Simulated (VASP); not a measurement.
AlCl, 2 atoms in the cell. The structure is cubic, space group Fm-3m (No. 225). Conventional cell: a = 5.697 Å, b = 5.697 Å, c = 5.697 Å, α = 90.00°, β = 90.00°, γ = 90.00°. Al (site symmetry m-3m) is surrounded by 6 Cl at 2.85 Å. Cl (site symmetry m-3m) is surrounded by 6 Al at 2.85 Å. The cell was built by a generator and needn't be a form met in nature.

- Program: VASP 6.6.1
- Task: relaxation of cell and atoms
- Functional: BLYP
- Potentials or basis: VASP PAW PBE potentials, release 64 (Al, Cl)
- Cutoff: 600 eV
- k mesh: 8 × 8 × 8
- Occupations: fermi-dirac, width 0.05 eV
- Spin: no spin polarisation
- Further INCAR settings: ALGO = Normal; EDIFF = 1e-06; IBRION = 2; EDIFFG = -0.005; NSW = 40; ISIF = 3

Potentials or basis: VASP PAW PBE potentials, release 64 (Al, Cl).

Command:

```console
$ cat potpaw_PBE.64/Al/POTCAR potpaw_PBE.64/Cl/POTCAR > POTCAR
$ mpirun -np 1 vasp_std > vasp.out
```

Hardware: 1 thread of Intel(R) Xeon(R) 6975P-C (Granite Rapids), with other jobs on the host.

Task: Estimate the wall time of this run.

Result: Run time: 33 s on 1 thread of Intel(R) Xeon(R) 6975P-C (Granite Rapids) (shared host), peak memory 0.17 GiB. Counts: scf iterations 39, k points 29, ion steps 5.
